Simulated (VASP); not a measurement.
Input:

```
AlN
1.0
    0.00000     2.19000     2.19000
    2.19000     0.00000     2.19000
    2.19000     2.19000     0.00000
Al N
1 1
Direct
  0.00000   0.00000   0.00000
  0.25000   0.25000   0.25000
```

Method: G0W0 on PBE orbitals, VASP's PBE PAW potentials (set 64) (plane waves; VASP). Run with PREC = Normal, 500 eV cut-off, 4×4×4 Γ-centred mesh, Gaussian smearing of 0.010 eV, potentials Al_GW N_GW_new.

The mesh is coarse and the basis finite, so the quasiparticle values are not converged.

NBANDS = 100, ENCUTGW = 150 eV, NOMEGA = 64. The PBE levels (eV) that the step starts from are:

```
state                          KS energy  filling
-----------------------------  ---------  -------
k1 (0.00, 0.00, 0.00), band 1      -9.34        2
k1 (0.00, 0.00, 0.00), band 2       5.61        2
k1 (0.00, 0.00, 0.00), band 3       5.61        2
k1 (0.00, 0.00, 0.00), band 4       5.61        2
k1 (0.00, 0.00, 0.00), band 5       9.71        0
k1 (0.00, 0.00, 0.00), band 6      18.04        0
k1 (0.00, 0.00, 0.00), band 7      18.04        0
k1 (0.00, 0.00, 0.00), band 8      18.04        0
k2 (0.25, 0.00, 0.00), band 1      -8.50        2
k2 (0.25, 0.00, 0.00), band 2       2.35        2
k2 (0.25, 0.00, 0.00), band 3       5.35        2
k2 (0.25, 0.00, 0.00), band 4       5.35        2
k2 (0.25, 0.00, 0.00), band 5      11.98        0
k2 (0.25, 0.00, 0.00), band 6      16.48        0
k2 (0.25, 0.00, 0.00), band 7      17.83        0
k2 (0.25, 0.00, 0.00), band 8      17.83        0
k7 (0.50, 0.50, 0.00), band 1      -6.68        2
k7 (0.50, 0.50, 0.00), band 2       0.71        2
k7 (0.50, 0.50, 0.00), band 3       3.83        2
k7 (0.50, 0.50, 0.00), band 4       3.83        2
k7 (0.50, 0.50, 0.00), band 5       8.89        0
k7 (0.50, 0.50, 0.00), band 6      14.14        0
k7 (0.50, 0.50, 0.00), band 7      19.45        0
k7 (0.50, 0.50, 0.00), band 8      21.21        0
```

Q: Give the quasiparticle energies and renormalisation factors Z.

A: 
```json
[
 {"state": "k1 (0.00, 0.00, 0.00), band 1", "QP energy (eV)": "-10.74", "Z": "0.70"},
 {"state": "k1 (0.00, 0.00, 0.00), band 2", "QP energy (eV)": "4.70", "Z": "0.77"},
 {"state": "k1 (0.00, 0.00, 0.00), band 3", "QP energy (eV)": "4.70", "Z": "0.77"},
 {"state": "k1 (0.00, 0.00, 0.00), band 4", "QP energy (eV)": "4.70", "Z": "0.77"},
 {"state": "k1 (0.00, 0.00, 0.00), band 5", "QP energy (eV)": "10.41", "Z": "0.80"},
 {"state": "k1 (0.00, 0.00, 0.00), band 6", "QP energy (eV)": "18.94", "Z": "0.80"},
 {"state": "k1 (0.00, 0.00, 0.00), band 7", "QP energy (eV)": "18.94", "Z": "0.80"},
 {"state": "k1 (0.00, 0.00, 0.00), band 8", "QP energy (eV)": "18.94", "Z": "0.80"},
 {"state": "k2 (0.25, 0.00, 0.00), band 1", "QP energy (eV)": "-9.89", "Z": "0.72"},
 {"state": "k2 (0.25, 0.00, 0.00), band 2", "QP energy (eV)": "1.20", "Z": "0.75"},
 {"state": "k2 (0.25, 0.00, 0.00), band 3", "QP energy (eV)": "4.41", "Z": "0.77"},
 {"state": "k2 (0.25, 0.00, 0.00), band 4", "QP energy (eV)": "4.41", "Z": "0.77"},
 {"state": "k2 (0.25, 0.00, 0.00), band 5", "QP energy (eV)": "12.78", "Z": "0.79"},
 {"state": "k2 (0.25, 0.00, 0.00), band 6", "QP energy (eV)": "17.36", "Z": "0.78"},
 {"state": "k2 (0.25, 0.00, 0.00), band 7", "QP energy (eV)": "18.64", "Z": "0.80"},
 {"state": "k2 (0.25, 0.00, 0.00), band 8", "QP energy (eV)": "18.64", "Z": "0.80"},
 {"state": "k7 (0.50, 0.50, 0.00), band 1", "QP energy (eV)": "-7.97", "Z": "0.71"},
 {"state": "k7 (0.50, 0.50, 0.00), band 2", "QP energy (eV)": "-0.52", "Z": "0.73"},
 {"state": "k7 (0.50, 0.50, 0.00), band 3", "QP energy (eV)": "2.72", "Z": "0.76"},
 {"state": "k7 (0.50, 0.50, 0.00), band 4", "QP energy (eV)": "2.72", "Z": "0.76"},
 {"state": "k7 (0.50, 0.50, 0.00), band 5", "QP energy (eV)": "9.29", "Z": "0.82"},
 {"state": "k7 (0.50, 0.50, 0.00), band 6", "QP energy (eV)": "14.83", "Z": "0.82"},
 {"state": "k7 (0.50, 0.50, 0.00), band 7", "QP energy (eV)": "20.66", "Z": "0.75"},
 {"state": "k7 (0.50, 0.50, 0.00), band 8", "QP energy (eV)": "22.13", "Z": "0.74"}
]
```
On the mesh the gap opens from 3.28 to 4.60 eV.

The compound is AlN in the zinc blende structure, a metastable form; wurtzite is the usual one. The cell was not relaxed at this level. The k-mesh is coarse (spacing up to 0.62 per Å, 2π included), so the numbers may not be converged in it.
